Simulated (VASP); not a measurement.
Given:

```
Ru
1.0
    1.38520    -2.32936     0.00000
    1.38520     2.32936     0.00000
    0.00000     0.00000     4.36940
Ru
2
Cartesian
  1.38520   0.77646   1.09235
  1.38520  -0.77646   3.27705
```

Computed with PBEsol GGA, VASP's PBE PAW potentials (set 64) (plane waves; VASP). Numerical set-up: 480 eV cut-off, 14×14×8 Γ-centred mesh, first-order Methfessel-Paxton smearing of 0.10 eV, potentials Ru_pv.

### Question
Give the force on each atom (eV/Å).

### Answer

```json
[
 {"atom": "Ru1", "Fx": "0.000", "Fy": "0.098", "Fz": "0.000"},
 {"atom": "Ru2", "Fx": "0.000", "Fy": "-0.098", "Fz": "0.000"}
]
```

### Question
Give the stress tensor in GPa (positive for a compressed cell).

### Answer

```
-19.78    0.00    0.00
  0.00   -9.53    0.00
  0.00    0.00  -22.12
```
The pressure is its mean diagonal, -17.14 GPa.

The compound is Ru in the hcp structure. This cell was strained or had an atom moved on purpose.
